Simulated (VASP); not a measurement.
Here is the system:

```
CELL_PARAMETERS angstrom
      2.93592     0.00000     0.00000
      0.00000     2.93592     0.00000
      0.00000     0.00000     2.93592
ATOMIC_POSITIONS crystal
  B  0.00000 0.00000 0.00000
  As 0.50000 0.50000 0.50000
```

Level of theory: r2SCAN meta-GGA, VASP's PBE PAW potentials (set 64) (plane waves; VASP). Numerical set-up: 520 eV cut-off, 14×14×14 Γ-centred mesh, tetrahedra with Blöchl corrections, potentials B As.

Q: The job: BAs (relaxed from the CsCl structure, space group Pm-3m), 2 atoms, r2SCAN, static run, 520 eV, 14×14×14 Γ-centred mesh. Roughly how much core time does it take on a busy server core?

A: About 3 core-minutes (one run on a shared machine, a rough figure). It had 120 irreducible k-points, 8 bands, up to 707 plane waves and 19 electronic steps.

The structure was generated: BAs was put into the CsCl type (Pm-3m), which need not be its known phase. It was relaxed first, which changed the volume by +31 %.
